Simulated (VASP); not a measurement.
Computed with r2SCAN meta-GGA, VASP's PBE PAW potentials (set 64) (plane waves; VASP).

The input files of a VASP run:

### POSCAR
```
PtAl2
1
    0.0000000000     3.0676504533     3.0676504533
    3.0676504533     0.0000000000     3.0676504533
    3.0676504533     3.0676504533     0.0000000000
Al Pt
2 1
Direct
  0.2500000000   0.2500000000   0.2500000000
  0.7500000000   0.7500000000   0.7500000000
  0.0000000000   0.0000000000   0.0000000000
```

### KPOINTS
```
K-points
0
Gamma
 8 8 8
```

**INCAR**
```
METAGGA = R2SCAN
NELM = 100   ! most electronic steps
LWAVE = F
ISMEAR = 1   ! Methfessel-Paxton
IBRION = 2
PREC = Accurate
LREAL = F   ! projection in real space or not
SIGMA = 0.1   ! width (eV)
ENCUT = 480   ! plane-wave cut-off (eV)
ALGO = Normal   ! blocked Davidson
ISIF = 2   ! forces and stress, cell fixed
LMIXTAU = T
LASPH = T   ! aspherical one-centre terms
NSW = 30
LMAXMIX = 6   ! l cut-off of mixed one-centre charges
EDIFFG = -0.01
LCHARG = F
SYSTEM = PtAl2
EDIFF = 1E-7   ! SCF stop (eV)
```

POTCAR, in this order: Al Pt (PBE.64 set). Program: vasp_std.

What VASP printed:

File OUTCAR:
```
 ion  position               nearest neighbor table
   1  0.250  0.250  0.250-   3 2.66   3 2.66   3 2.66   3 2.66   2 3.07   2 3.07   2 3.07   2 3.07
                             2 3.07   2 3.07
   2  0.750  0.750  0.750-   3 2.66   3 2.66   3 2.66   3 2.66   1 3.07   1 3.07   1 3.07   1 3.07
                             1 3.07   1 3.07
   3  0.000  0.000  0.000-   2 2.66   2 2.66   2 2.66   1 2.66   2 2.66   1 2.66   1 2.66   1 2.66
  LATTYP: Found a face centered cubic cell.
 ALAT       =     6.1353009066
 Subroutine PRICEL returns:
 Original cell was already a primitive cell.
 Subroutine GETGRP returns: Found 48 space group operations
The static configuration has the point symmetry O_h .
The dynamic configuration has the point symmetry O_h .
 Subroutine INISYM returns: Found 48 space group operations
 Subroutine IBZKPT returns following result:
 Found     29 irreducible k-points:

 Following reciprocal coordinates:
            Coordinates               Weight
  0.000000  0.000000  0.000000      1.000000
  0.125000  0.000000  0.000000      8.000000
  0.250000  0.000000  0.000000      8.000000
  0.375000  0.000000  0.000000      8.000000
  0.500000  0.000000  0.000000      4.000000
  0.125000  0.125000  0.000000      6.000000
  0.250000  0.125000  0.000000     24.000000
  0.375000  0.125000  0.000000     24.000000
  0.500000  0.125000  0.000000     24.000000
 -0.375000  0.125000  0.000000     24.000000
 -0.250000  0.125000  0.000000     24.000000
 -0.125000  0.125000  0.000000     12.000000
  0.250000  0.250000  0.000000      6.000000
  0.375000  0.250000  0.000000     24.000000
  0.500000  0.250000  0.000000     24.000000
 -0.375000  0.250000  0.000000     24.000000
 -0.250000  0.250000  0.000000     12.000000
  0.375000  0.375000  0.000000      6.000000
  0.500000  0.375000  0.000000     24.000000
 -0.375000  0.375000  0.000000     12.000000
  0.500000  0.500000  0.000000      3.000000
  0.375000  0.250000  0.125000     24.000000
  0.500000  0.250000  0.125000     48.000000
 -0.375000  0.250000  0.125000     24.000000
  0.500000  0.375000  0.125000     24.000000
 -0.375000  0.375000  0.125000     48.000000
 -0.250000  0.375000  0.125000     24.000000
 -0.375000  0.500000  0.125000     12.000000
 -0.250000  0.500000  0.250000      6.000000
   k-points           NKPTS =     29   k-points in BZ     NKDIM =     29   number of bands    NBANDS=     12
   number of dos      NEDOS =    301   number of ions     NIONS =      3
   total plane-waves  NPLWV =  32768
   dimension x,y,z NGX =    32 NGY =   32 NGZ =   32
   dimension x,y,z NGXF=    64 NGYF=   64 NGZF=   64
   ions per type =               2   1
   PREC   = accura    normal or accurate (medium, high low for compatibility)
   ISTART =      0    job   : 0-new  1-cont  2-samecut
   ICHARG =      2    charge: 1-file 2-atom 10-const
   ISPIN  =      1    spin polarized calculation?
   LNONCOLLINEAR =      F non collinear calculations
   LSORBIT =      F    spin-orbit coupling
   INIWAV =      1    electr: 0-lowe 1-rand  2-diag
   ENCUT  =  480.0 eV  35.28 Ry    5.94 a.u.   7.75  7.75  7.75*2*pi/ulx,y,z
   NELM   =    100;   NELMIN=  2; NELMDL= -5     # of ELM steps
   EDIFF  = 0.1E-06   stopping-criterion for ELM
   LREAL  =      F    real-space projection
   NLSPLINE    = F    spline interpolate recip. space projectors
   LMAXMIX     =    6 max onsite mixed and CHGCAR
   VOSKOWN=      0    Vosko Wilk Nusair interpolation
   EDIFFG = -.1E-01   stopping-criterion for IOM
   NSW    =     30    number of steps for IOM
   NBLOCK =      1;   KBLOCK =     30    inner block; outer block
   IBRION =      2    ionic relax: 0-MD 1-quasi-New 2-CG
   NFREE  =      1    steps in history (QN), initial steepest desc. (CG)
   ISIF   =      2    stress and relaxation
   ISYM   =      2    0-nonsym 1-usesym 2-fastsym
...
```

File OSZICAR:
```
       N       E                     dE             d eps       ncg     rms          rms(c)
DAV:   1    -0.682970850983E+01   -0.68297E+01   -0.65674E+03   696   0.109E+03
DAV:   2    -0.697128076642E+02   -0.62883E+02   -0.55323E+02   812   0.178E+02
DAV:   3    -0.716764216771E+02   -0.19636E+01   -0.19168E+01   888   0.318E+01
DAV:   4    -0.716976813757E+02   -0.21260E-01   -0.21249E-01   820   0.375E+00
DAV:   5    -0.716980210474E+02   -0.33967E-03   -0.33966E-03   876   0.524E-01    0.808E+00
DAV:   6    -0.676301655706E+02    0.40679E+01   -0.34004E+00   788   0.193E+01    0.333E+00
DAV:   7    -0.675103422318E+02    0.11982E+00   -0.46821E-01   760   0.681E+00    0.186E+00
DAV:   8    -0.676014653696E+02   -0.91123E-01   -0.10198E-01   728   0.246E+00    0.585E-01
DAV:   9    -0.675942296646E+02    0.72357E-02   -0.31739E-02   764   0.171E+00    0.200E-01
DAV:  10    -0.676035584148E+02   -0.93288E-02   -0.13426E-02   712   0.951E-01    0.998E-02
DAV:  11    -0.676054420227E+02   -0.18836E-02   -0.17298E-03   724   0.381E-01    0.357E-02
DAV:  12    -0.676055161567E+02   -0.74134E-04   -0.32670E-04   776   0.196E-01    0.120E-02
DAV:  13    -0.676056203643E+02   -0.10421E-03   -0.75249E-05   764   0.999E-02    0.463E-03
DAV:  14    -0.676056234032E+02   -0.30389E-05   -0.41983E-06   860   0.181E-02    0.167E-03
DAV:  15    -0.676056232220E+02    0.18116E-06   -0.64875E-07   804   0.703E-03    0.802E-04
DAV:  16    -0.676056232615E+02   -0.39470E-07   -0.34077E-08   448   0.209E-03
   1 F= -.67605623E+02 E0= -.67605447E+02  d E =-.676056E+02
```

OUTCAR:
```
------------------------ aborting loop because EDIFF is reached ----------------------------------------
  FORCE on cell =-STRESS in cart. coord.  units (eV):
  Direction    XX          YY          ZZ          XY          YZ          ZX
  --------------------------------------------------------------------------------------
  Total       -4.6341124     -4.6341124     -4.6341124      0.0000000     -0.0000000     -0.0000000
  in kB     -128.5966142   -128.5966142   -128.5966142      0.0000000     -0.0000000     -0.0000000
  external PRESSURE =    -128.5966142 kB  Pullay stress =       0.0000000 kB
  volume of cell :       57.74
      direct lattice vectors                 reciprocal lattice vectors
     0.000000000  3.067650453  3.067650453    -0.162991191  0.162991191  0.162991191
     3.067650453  0.000000000  3.067650453     0.162991191 -0.162991191  0.162991191
     3.067650453  3.067650453  0.000000000     0.162991191  0.162991191 -0.162991191
 POSITION                                       TOTAL-FORCE (eV/Angst)
 -----------------------------------------------------------------------------------
      1.53383      1.53383      1.53383         0.000000      0.000000      0.000000
      4.60148      4.60148      4.60148        -0.000000     -0.000000      0.000000
      0.00000      0.00000      0.00000        -0.000000      0.000000     -0.000000
 -----------------------------------------------------------------------------------
    total drift:                                0.000000     -0.000000      0.000000
  FREE ENERGIE OF THE ION-ELECTRON SYSTEM (eV)
  ---------------------------------------------------
  free  energy   TOTEN  =       -67.6056232615 eV

  energy  without entropy=      -67.6050949725  energy(sigma->0) =      -67.60544717

 reached required accuracy - stopping structural energy minimisation
```
(Selected blocks of OUTCAR.)

### OUTCAR
```
 val. band max:        6.4265571270   @ k =   0.3750   0.2500   0.0000

 cond. band min:       6.4766977278   @ k =   0.2500   0.2500   0.0000


 Fermi energy:         6.4695981995

 k-point     1 :       0.0000    0.0000    0.0000
  band No.  band energies     occupation
      1      -3.4270      2.00000
      2       1.8038      2.00000
      3       1.8038      2.00000
      4       1.8038      2.00000
      5       3.0914      2.00000
      6       3.0914      2.00000
      7       9.3043      0.00000
      8      10.4079      0.00000
      9      10.4079      0.00000
     10      10.4079      0.00000
     11      11.6767      0.00000
     12      11.6767      0.00000

 k-point     2 :       0.1250    0.0000    0.0000
  band No.  band energies     occupation
      1      -3.2195      2.00000
      2       1.6748      2.00000
      3       1.8706      2.00000
      4       1.8706      2.00000
      5       3.0724      2.00000
      6       3.0724      2.00000
      7       8.1385     -0.00000
      8       9.6784      0.00000
      9       9.7625      0.00000
     10       9.7625      0.00000
     11      12.2742      0.00000
     12      12.2742      0.00000

 k-point     3 :       0.2500    0.0000    0.0000
  band No.  band energies     occupation
      1      -2.6200      2.00000
      2       1.3630      2.00000
      3       2.0137      2.00000
      4       2.0137      2.00000
      5       3.0779      2.00000
      6       3.0779      2.00000
      7       5.6785      2.00000
      8       8.7652      0.00000
      9       8.7652      0.00000
     10      10.1695      0.00000
     11      11.9699      0.00000
     12      11.9699      0.00000

 k-point     4 :       0.3750    0.0000    0.0000
  band No.  band energies     occupation
      1      -1.7427      2.00000
      2       0.9594      2.00000
      3       2.1062      2.00000
      4       2.1062      2.00000
      5       3.1965      2.00000
      6       3.1965      2.00000
...
```

Unless said otherwise, spin-orbit coupling is left out, though it shifts the bands of the heavy elements here.

The compound is PtAl2 in the fluorite structure. This cell was strained or had an atom moved on purpose.
